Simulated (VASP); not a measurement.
```xyz
6
Lattice="1.5842 -2.7440 0.0000 1.5842 2.7440 0.0000 0.0000 0.0000 12.8704" Properties=species:S:1:pos:R:3 pbc="T T T"
W      1.5842     0.9147     3.2176
W      1.5842    -0.9147     9.6528
S      1.5842     0.9147    11.2096
S      1.5842    -0.9147     4.7744
S      1.5842    -0.9147     1.6608
S      1.5842     0.9147     8.0960
```

Computed with SCAN meta-GGA, VASP's PBE PAW potentials (set 64) (plane waves; VASP). Numerical set-up: 520 eV cut-off, 9×9×2 Γ-centred mesh, tetrahedra with Blöchl corrections, potentials W_sv S.

The cores are frozen, which limits the accuracy of field gradients.

**Question.** Give the principal components of the electric field gradient (V/Å²) and the asymmetry η at each nucleus.

**Answer.** 
```json
[
 {"atom": "W1", "Vxx": "76.4", "Vyy": "76.4", "Vzz": "-152.8", "η": "0.00"},
 {"atom": "W2", "Vxx": "76.4", "Vyy": "76.4", "Vzz": "-152.8", "η": "0.00"},
 {"atom": "S3", "Vxx": "24.0", "Vyy": "24.0", "Vzz": "-48.0", "η": "0.00"},
 {"atom": "S4", "Vxx": "24.0", "Vyy": "24.0", "Vzz": "-48.0", "η": "0.00"},
 {"atom": "S5", "Vxx": "24.0", "Vyy": "24.0", "Vzz": "-48.0", "η": "0.00"},
 {"atom": "S6", "Vxx": "24.0", "Vyy": "24.0", "Vzz": "-48.0", "η": "0.00"}
]
```

The compound is WS2 in the 2H layered structure. It was relaxed first, which changed the volume by +6 %.
